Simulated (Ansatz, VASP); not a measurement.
# SiC (Moissanite) in two plane-wave programs

One calculation is typed for both programs; each brings its own data sets. How far apart do they land? The cell is taken from a series of runs on this material, whose earlier steps may have relaxed, scaled, displaced or heated it; both programs get it as it stands.

Main program and level: Ansatz 0.2.0; plane waves, with VASP 6.6.1 beside it; G0W0 gap at LDA.

## Step 1: The starting structure

It takes space group P6_3mc (No. 186, hexagonal). Conventional cell: a = 3.081 Å, b = 3.081 Å, c = 15.125 Å, α = 90.00°, β = 90.00°, γ = 120.00°. Nearest to Si lie 4 C at 1.88 to 1.90 Å. Nearest to Si lie 4 C at 1.89 Å. Si has 4 C at 1.89 Å nearest. C has 4 Si at 1.88 to 1.89 Å nearest. Nearest to C lie 4 Si at 1.89 Å. Nearest to C lie 4 Si at 1.89 to 1.90 Å. Farther neighbours are not listed.

## Step 2: Ansatz: G0W0 gap, LDA

Ansatz runs on its default PAW (the set named soft_2) files.

Quasiparticle shifts depend on high empty states and on the cores, so they are the hardest test of two PAW sets.

Contents of input.yaml:

```yaml
crystal:
  lattice:
    - [3.081, 0.0, 0.0]
    - [-1.5405, 2.6682242691, 0.0]
    - [0.0, 0.0, 15.1248]
  atoms:
    - { symbol: Si, position: [0.0, 0.0, 0.0] }
    - { symbol: Si, position: [0.0, 0.0, 0.5] }
    - { symbol: Si, position: [0.3333333333, 0.6666666667, 0.1664] }
    - { symbol: Si, position: [0.6666666667, 0.3333333333, 0.6664] }
    - { symbol: Si, position: [0.6666666667, 0.3333333333, 0.3329] }
    - { symbol: Si, position: [0.3333333333, 0.6666666667, 0.8329] }
    - { symbol: C, position: [0.3333333333, 0.6666666667, 0.0412] }
    - { symbol: C, position: [0.6666666667, 0.3333333333, 0.5412] }
    - { symbol: C, position: [0.6666666667, 0.3333333333, 0.208] }
    - { symbol: C, position: [0.3333333333, 0.6666666667, 0.708] }
    - { symbol: C, position: [0.0, 0.0, 0.3746] }
    - { symbol: C, position: [0.0, 0.0, 0.8746] }
kpoints:
  mp_grid: { grid: [6, 6, 2] }
hamiltonian:
  xc: lda
scf:
  occupations: { method: fixed }
gw:
  n_empty_bands: 265
  ecut_chi: 96
  qp_bands: [v4, c4]
  qp_kpoints: band_edges
  screening: { model: contour_deformation }
```

The run is started by

```bash
ansatz run input.yaml --threads 3 --pin off --max-ram 92160MiB --backend cuda --devices 1 --max-vram 13GiB --events-out ev --progress --plain --runs-dir out
```

Numbers of over 12 decimals in the logs are rounded to 6 here.

What it wrote:

```text
GPUs: using 1 of 1 available (devices: 1).
Engine: ansatz 0.2.0, x86_64-unknown-linux-gnu
Pseudopotentials: kind: paw
Pseudopotential: Si, paw, valence charge 4, recommended cutoff 420 eV (normal), Si.paw.azcp
Pseudopotential: C, paw, valence charge 4, recommended cutoff 420 eV (normal), C.paw.azcp
Functional definition: SPW92
  exchange = slater_x
  correlation = pw_c
device memory: the entry about to start is reckoned to put 2.1 GiB on a device that reports 41.0 GiB free (of which the cap on the GPU budget leaves the run 13.0 GiB)
GPU FFT provider: cuFFT
GPU libraries: cuBLAS 13.8.2, cuFFT 12.4.0, cuSOLVER 12.3.4
Crystal: 12 atoms, lattice volume = 124.338 Å³
Basis set: ecut = 420 eV, 2415 PW (Γ)
Bands: 36, of which v1, the nominal top of the filled ones, is band 24 counted from 1 (23 counted from 0)
Symmetry: 12 space group operations
Space group: P63mc (ITA 186), of the structure as read, at distance tolerance 5.0e-5 Å
k-points: 14 of 72
Non-local potential: Si, projectors of the file, l = 0: 2, l = 1: 2, l = 2: 2
Non-local potential: C, projectors of the file, l = 0: 2, l = 1: 2, l = 2: 1
PAW form: soft (Blöchl's): semilocal exchange-correlation on the pseudo side does not see the compensation charge
PAW frozen core: Si, regenerated for the run's functional, and the local potential with it (the file was generated under x = pbe(κ = 0.804, μ = 0.219515), c = pbe(β = 0.066725))
PAW frozen core: C, regenerated for the run's functional, and the local potential with it (the file was generated under x = pbe(κ = 0.804, μ = 0.219515), c = pbe(β = 0.066725))
PAW one-centre angular grid: Si, 110 points (default); XC on 64 Gauss nodes
PAW one-centre angular grid: C, 110 points (default); XC on 64 Gauss nodes
Initial density: superposition of atomic densities (neutral atoms: chi_scale 0, normalization atom), corrected by the library's trained network
Initial wavefunctions: pseudopotential atomic-orbital guess
GPU buffer pool allocated for 62208 grid points (all kernels)
GPU transforms: local potential and band sums: pruned to the plane-wave sphere, on 24×24×108
Functional: x = slater, c = lda
SCF iter   1: F=—  HF=-5113.164605 eV  |F-HF|=—  |Δ(HF+E_count)|=         —  Δρ=7.58e-3  dr2=7.39e-2  ethr=1.77e-3  ⟨swp⟩=4.7  Hψ=2075  notcnv=0  defer=135
preconditioner: auto → none  [insulator: Δε(μ)=1.894 eV  Ē_g=11.818 eV  n_scr=10 (ndim 8)  ℏωp=23.1 eV  f_vac=0.000  ε∞_Penn≈4.8]
SCF iter   2: F=—  HF=-5113.144306 eV  |F-HF|=—  |Δ(HF+E_count)|=   2.03e-2  Δρ=3.40e-3  dr2=6.95e-3  ethr=1.54e-4  ⟨swp⟩=2.2  Hψ=912  notcnv=0  defer=140
SCF iter   3: F=—  HF=-5113.142651 eV  |F-HF|=—  |Δ(HF+E_count)|=   1.65e-3  Δρ=1.42e-3  dr2=1.28e-3  ethr=1.45e-5  ⟨swp⟩=2.1  Hψ=731  notcnv=0  defer=140
SCF iter   4: F=—  HF=-5113.142796 eV  |F-HF|=—  |Δ(HF+E_count)|=   1.45e-4  Δρ=7.01e-4  dr2=1.98e-3  ethr=2.66e-6  ⟨swp⟩=2.6  Hψ=736  notcnv=0  defer=140
SCF iter   5: F=—  HF=-5113.142353 eV  |F-HF|=—  |Δ(HF+E_count)|=   4.43e-4  Δρ=1.08e-4  dr2=2.60e-5  ethr=2.66e-6  ⟨swp⟩=2.3  Hψ=626  notcnv=0  defer=140
SCF iter   6: F=—  HF=-5113.142350 eV  |F-HF|=—  |Δ(HF+E_count)|=   3.75e-6  Δρ=1.85e-5  dr2=5.67e-7  ethr=5.42e-8  ⟨swp⟩=2.1  Hψ=674  notcnv=0  defer=95
SCF iter   7: F=—  HF=-5113.142349 eV  |F-HF|=—  |Δ(HF+E_count)|=   4.67e-8  Δρ=8.25e-6  dr2=1.34e-7  ethr=2.08e-10  ⟨swp⟩=11.9  Hψ=2630  notcnv=0
SCF iter   8: F=-5113.142349 eV  HF=-5113.142349 eV  |F-HF|=1.96e-9  |Δ(HF+E_count)|=   2.34e-8  Δρ=3.64e-6  dr2=1.05e-8  ethr=2.08e-10  ⟨swp⟩=2.6  Hψ=903  notcnv=0
SCF 1 converged in 8 iterations: F = -5113.142349 eV  dr2 = 1.05e-8
  greatest PAW one-centre occupation: 0.637 electrons in one spin orbital (limit 2), on the C atom at site 7 (counted from 0), in its partial waves of l = 0
device memory: the entry about to start is reckoned to put 3.0 GiB on a device that reports 42.1 GiB free (of which the cap on the GPU budget leaves the run 13.0 GiB)
NSCF: frozen V_eff on 14 k-points
the band table was solved once the SCF had ended and its energy, with any forces and stress, was formed, with the checks that follow a solve (2096 applications of the Hamiltonian). They found nothing against the state; the energy, forces and stress were not computed again (output.eigenvalues in the input reference)
device memory: the entry about to start is reckoned to put 5.0 GiB on a device that reports 42.1 GiB free (of which the cap on the GPU budget leaves the run 13.0 GiB)
NSCF: frozen V_eff on 14 k-points
G₀W₀ screening: q 1/14
[... further progress lines ...]
SCF converged after 8 iterations
Free energy (F): -5113.142349 eV
Harris-Foulkes:  -5113.142349 eV  (|F-HF|=1.96e-9)
Internal energy: -5113.142349 eV  (E = F + TS)
E sigma→0 (E₀):  -5113.142349 eV
Fermi energy:    9.276299 eV
--- Per-component energies (eV) ---
  E_band       = 161.633919
  E_kinetic    = 813.917133
  E_local      = -639.876911  (includes V_loc(G=0)·N_el)
  E_nonlocal   = 323.237762
  E_hartree    = 191.641879
  E_xc         = -628.107986
[...]
k-point 2: bands = [... 20 lower, 8.4864, 8.5712, 8.9353, 9.0374, 13.9093, 14.2905, 14.3737, 15.0673, ... 8 higher]
  k-point 13: bands = [... 20 lower, 6.6408, 6.6408, 7.0056, 7.0056, 12.8592, 12.8592, 13.5155, 13.5155, ... 8 higher]
--- G₀W₀: contour deformation, 6 samples at zero and on the imaginary axis and 2 off it, 72 q-points, 265 empty bands' worth ---
  eigenvalues of the whole cell's RPA ε∞ on this k-mesh (on a slab, of 1 + 4πα/V) = 6.9872, 7.1723, 7.1723; static W/v taken at q = 0 is 0.139614
  bands read: the sum over 289 bands ends inside a degenerate multiplet in 7 slots, whose members it reads at an even weight; the widest, k=1: bands 289 to 292 (counted from 1) at 1/4 each
  gw.qp_kpoints: band_edges: 10 of 14 stored k-points solved, in 1 pass; an edge of the gap read off the rows below is read off those points alone
    valence top: of the k-points left out ik 8 came nearest to being solved in a further pass, in band 24 (counted from 1, as in the quasiparticle table): it holds the edge there only if its correction is more favourable than any solved in that band by at least 0.722 eV; those differ by 0.190 eV
    conduction bottom: of the k-points left out ik 10 came nearest to being solved in a further pass, in band 25 (counted from 1, as in the quasiparticle table): it holds the edge there only if its correction is more favourable than any solved in that band by at least 1.065 eV; those differ by 0.288 eV
    ik  band        ε_KS         Σx   Σc(E_QP)       V_xc       Z   E_QP_lin       E_QP  E_QP is
     0    21      8.9868   -18.3684     2.2897   -15.8875  0.7890     8.7954     8.7957  root
     0    22      9.2402   -18.2141     2.1395   -15.9212  0.7907     9.0867     9.0869  root
     0    23      9.2763   -18.3178     2.2107   -15.9463  0.7902     9.1154     9.1156  root
     0    24      9.2763   -18.3178     2.2107   -15.9463  0.7902     9.1154     9.1156  root
     0    25     14.3921    -9.1734    -4.7274   -14.7728  0.8016    15.2706    15.2642  root
     0    26     14.5621    -9.0715    -4.7759   -14.7235  0.8005    15.4449    15.4382  root
     0    27     14.9626    -9.0430    -4.8480   -14.7711  0.7985    15.8498    15.8427  root
     0    28     15.4802    -8.8785    -4.9994   -14.7662  0.7935    16.3761    16.3685  root
     1    21      9.1810   -18.3305     2.2347   -15.9252  0.7898     9.0102     9.0104  root
     1    22      9.1810   -18.3305     2.2347   -15.9252  0.7898     9.0102     9.0104  root
     1    23      9.1810   -18.3305     2.2347   -15.9252  0.7898     9.0102     9.0104  root
     1    24      9.1810   -18.3305     2.2347   -15.9252  0.7898     9.0102     9.0104  root
     1    25     14.4584    -9.1390    -4.7445   -14.7573  0.8012    15.3387    15.3322  root
     1    26     14.4584    -9.1390    -4.7445   -14.7573  0.8012    15.3387    15.3322  root
     1    27     15.1951    -8.9367    -4.9124   -14.7358  0.7968    16.0893    16.0818  root
     1    28     15.1951    -8.9367    -4.9124   -14.7358  0.7968    16.0893    16.0818  root
     2    21      8.4864   -18.4022     2.3984   -15.7681  0.7871     8.2503     8.2507  root
     2    22      8.5712   -18.3924     2.3923   -15.7650  0.7874     8.3357     8.3362  root
     2    23      8.9353   -18.2483     2.2073   -15.8583  0.7895     8.7523     8.7526  root
     2    24      9.0374   -18.4503     2.2745   -15.9932  0.7892     8.8546     8.8549  root
     2    25     13.9093    -7.4273    -4.6440   -12.8564  0.8072    14.6994    14.6943  root
     2    26     14.2905    -7.4732    -4.7249   -13.0050  0.8042    15.1033    15.0974  root
     2    27     14.3737    -7.6905    -4.7183   -13.2411  0.8057    15.2121    15.2061  root
     2    28     15.0673    -7.5890    -4.8813   -13.3241  0.7998    15.9284    15.9211  root
[...]
13    21      6.6408   -18.0991     2.7743   -14.9385  0.7764     6.2531     6.2544  root
    13    22      6.6408   -18.0991     2.7743   -14.9385  0.7764     6.2531     6.2544  root
    13    23      7.0056   -18.2005     2.6737   -15.1757  0.7797     6.6533     6.6545  root
    13    24      7.0056   -18.2005     2.6737   -15.1757  0.7797     6.6533     6.6545  root
    13    25     12.8592    -7.0869    -4.2576   -12.0430  0.8122    13.5612    13.5577  root
    13    26     12.8592    -7.0869    -4.2576   -12.0430  0.8122    13.5612    13.5577  root
    13    27     13.5155    -7.3934    -4.4437   -12.5958  0.8072    14.2788    14.2742  root
    13    28     13.5155    -7.3934    -4.4437   -12.5958  0.8072    14.2788    14.2742  root
```

[end of part 1 of 2]

[Lines on the potential files, build, host, timing and source positions are cut from VASP's logs without a mark.]

[Logs are printed without paths, hosts, clocks, repeated set-up lines and the standing remarks that a program may print on its own settings, such as how far it seeks lower states.]

[Hosts, paths, dates, database ids (printed as entryN), source tags and the programs' standing remarks are cut or masked in the printed files.]
